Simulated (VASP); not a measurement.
Level of theory: PBE GGA with D3 dispersion (Becke-Johnson damping), VASP's PBE PAW potentials (set 64) (plane waves; VASP 6.6.1).

A VASP calculation is set up with these files.

### INCAR
```
SIGMA  =  0.05
NFREE  =  2
POTIM  =  0.015   ! step
LREAL  =  .FALSE.
ALGO  =  Normal
EDIFF  =  1E-7
LASPH  =  .TRUE.   ! aspherical one-centre terms
ENCUT  =  530
SYSTEM  =  GaAs
IVDW  =  12
GGA  =  PE
NELM  =  100
NSW  =  1   ! most ionic steps
ISIF  =  3
ISMEAR  =  0   ! Gaussian
IBRION  =  6   ! finite differences
LWAVE  =  .FALSE.
LMAXMIX  =  4
PREC  =  Accurate
LCHARG  =  .FALSE.
```

KPOINTS:
```
Automatic mesh
0
Gamma
7 7 7
0 0 0
```

POSCAR:
```
GaAs
1
   -0.0000000000     2.8373865077     2.8373865077
    2.8373865077     0.0000000000     2.8373865077
    2.8373865077     2.8373865077    -0.0000000000
Ga As
1 1
Direct
  0.0000000000   0.0000000000   0.0000000000
  0.2500000000   0.2500000000   0.2500000000
```

POTCAR, in this order: Ga_d As (PBE.64 set). Program: vasp_std.

Output of the run:

### OUTCAR
```
 ion  position               nearest neighbor table
   1  0.000  0.000  0.000-   2 2.46   2 2.46   2 2.46   2 2.46
   2  0.250  0.250  0.250-   1 2.46   1 2.46   1 2.46   1 2.46
  LATTYP: Found a face centered cubic cell.
 ALAT       =     5.6747730154
 Subroutine PRICEL returns:
 Original cell was already a primitive cell.
 Subroutine GETGRP returns: Found 24 space group operations
The static configuration has the point symmetry T_d .
The dynamic configuration has the point symmetry T_d .
 Subroutine INISYM returns: Found 24 space group operations
 Subroutine IBZKPT returns following result:
 Found     20 irreducible k-points:

 Following reciprocal coordinates:
            Coordinates               Weight
  0.000000  0.000000  0.000000      1.000000
  0.142857  0.000000  0.000000      8.000000
  0.285714  0.000000  0.000000      8.000000
  0.428571  0.000000  0.000000      8.000000
  0.142857  0.142857  0.000000      6.000000
  0.285714  0.142857  0.000000     24.000000
  0.428571  0.142857  0.000000     24.000000
 -0.428571  0.142857  0.000000     24.000000
 -0.285714  0.142857  0.000000     24.000000
 -0.142857  0.142857  0.000000     12.000000
  0.285714  0.285714  0.000000      6.000000
  0.428571  0.285714  0.000000     24.000000
 -0.428571  0.285714  0.000000     24.000000
 -0.285714  0.285714  0.000000     12.000000
  0.428571  0.428571  0.000000      6.000000
 -0.428571  0.428571  0.000000     12.000000
  0.428571  0.285714  0.142857     24.000000
 -0.428571  0.285714  0.142857     48.000000
 -0.428571  0.428571  0.142857     24.000000
 -0.285714  0.428571  0.142857     24.000000
 Subroutine IBZKPT_HF returns following result:
   k-points           NKPTS =     20   k-points in BZ     NKDIM =     20   number of bands    NBANDS=     13
   number of dos      NEDOS =    301   number of ions     NIONS =      2
   total plane-waves  NPLWV =  27000
   dimension x,y,z NGX =    30 NGY =   30 NGZ =   30
   dimension x,y,z NGXF=    60 NGYF=   60 NGZF=   60
   ions per type =               1   1
   PREC   = accura    normal or accurate (medium, high low for compatibility)
   ISTART =      0    job   : 0-new  1-cont  2-samecut
   ICHARG =      2    charge: 1-file 2-atom 10-const
   ISPIN  =      1    spin polarized calculation?
   LNONCOLLINEAR =      F non collinear calculations
   LSORBIT =      F    spin-orbit coupling
   INIWAV =      1    electr: 0-lowe 1-rand  2-diag
   ENCUT  =  530.0 eV  38.95 Ry    6.24 a.u.   7.53  7.53  7.53*2*pi/ulx,y,z
   NELM   =    100;   NELMIN=  2; NELMDL= -5     # of ELM steps
   EDIFF  = 0.1E-06   stopping-criterion for ELM
   LREAL  =      F    real-space projection
   NLSPLINE    = F    spline interpolate recip. space projectors
   LMAXMIX     =    4 max onsite mixed and CHGCAR
   VOSKOWN=      0    Vosko Wilk Nusair interpolation
   EDIFFG = 0.1E-05   stopping-criterion for IOM
   NSW    =     61    number of steps for IOM
   NBLOCK =      1;   KBLOCK =     61    inner block; outer block
   IBRION =      6    ionic relax: 0-MD 1-quasi-New 2-CG
   NFREE  =      2    steps in history (QN), initial steepest desc. (CG)
   ISIF   =      3    stress and relaxation
   ISYM   =      2    0-nonsym 1-usesym 2-fastsym
   TEIN   =    0.0    initial temperature
   TEBEG  =    0.0;   TEEND  =   0.0 temperature during run
   SMASS  =  -3.00    Nose mass-parameter (am)
   PSTRESS=    0.0 pullay stress
   NELECT =      18.0000    total number of electrons
   EFERMI =   0.00;   METHOD = LEGACY
   ISMEAR =     0;   SIGMA  =   0.05  broadening in eV -4-tet -1-fermi 0-gaus
   IALGO  =     38    algorithm
   LDIAG  =      T    sub-space diagonalisation (order eigenvalues)
   IMIX   =      4    mixing-type and parameters
     AMIX     =   0.40;   BMIX     =  1.00
...
```

File OUTCAR:
```


   1 f  =    7.929426 THz    49.822056 2PiTHz  264.497196 cm-1    32.793458 meV

   2 f  =    7.929426 THz    49.822056 2PiTHz  264.497196 cm-1    32.793458 meV

   3 f  =    7.929426 THz    49.822056 2PiTHz  264.497196 cm-1    32.793458 meV

   4 f/i=    0.005397 THz     0.033913 2PiTHz    0.180039 cm-1     0.022322 meV

   5 f/i=    0.005397 THz     0.033913 2PiTHz    0.180039 cm-1     0.022322 meV

   6 f/i=    0.005397 THz     0.033913 2PiTHz    0.180039 cm-1     0.022322 meV

 ELASTIC MODULI CONTR FROM IONIC RELAXATION (kBar)
 Direction    XX          YY          ZZ          XY          YZ          ZX
 --------------------------------------------------------------------------------
 XX          -0.0000     -0.0000      0.0000      0.0000      0.0000      0.0000
 YY          -0.0000     -0.0000     -0.0000     -0.0000      0.0000     -0.0000
 ZZ           0.0000     -0.0000     -0.0000     -0.0000     -0.0000     -0.0000
 XY           0.0000     -0.0000     -0.0000   -213.1506     -0.0000      0.0000
 YZ           0.0000      0.0000     -0.0000     -0.0000   -213.1506      0.0000
 ZX           0.0000     -0.0000     -0.0000      0.0000      0.0000   -213.1506
 --------------------------------------------------------------------------------

 TOTAL ELASTIC MODULI (kBar)
 Direction    XX          YY          ZZ          XY          YZ          ZX
 --------------------------------------------------------------------------------
 XX        1077.7642    488.3686    488.3686     -0.0000      0.0000      0.0000
 YY         488.3686   1077.7642    488.3686      0.0000     -0.0000      0.0000
 ZZ         488.3686    488.3686   1077.7642     -0.0000     -0.0000     -0.0000
 XY          -0.0000      0.0000     -0.0000    543.6567     -0.0000      0.0000
 YZ           0.0000     -0.0000     -0.0000     -0.0000    543.6567      0.0000
 ZX           0.0000      0.0000     -0.0000      0.0000      0.0000    543.6567
 --------------------------------------------------------------------------------
```
(Selected blocks of OUTCAR.)

The structure comes from a measured GaAs entry (F-43m) of the Crystallography Open Database, whose conditions weren't checked. It was relaxed first.
